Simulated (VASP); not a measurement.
```xyz
6
Lattice="4.6612 0.0000 0.0000 -2.3306 4.0367 0.0000 0.0000 0.0000 10.3972" Properties=species:S:1:pos:R:3 pbc="T T T"
Hg     3.1977     0.0000     6.9315
Hg    -1.5988     2.7693     3.4657
Hg     0.7318     1.2674     0.0000
Te     2.3980     0.0000     1.7329
Te     3.4622     2.0767     8.6643
Te     1.1316     1.9600     5.1986
```

Level of theory: r2SCAN meta-GGA, VASP's PBE PAW potentials (set 64) (plane waves; VASP). Settings: 400 eV cut-off, 5×5×2 Γ-centred mesh, Gaussian smearing of 0.050 eV, potentials Hg Te.

### Question
Estimate the energy per atom (σ→0).

### Answer

```json
{
  "energy per atom (σ→0)": "-37.542 eV/atom"
}
```

The structure was generated: HgTe was put into the cinnabar type (P3_221), which need not be its known phase. It was relaxed first, which changed the volume by -5 %. The start is the result of an earlier pass.
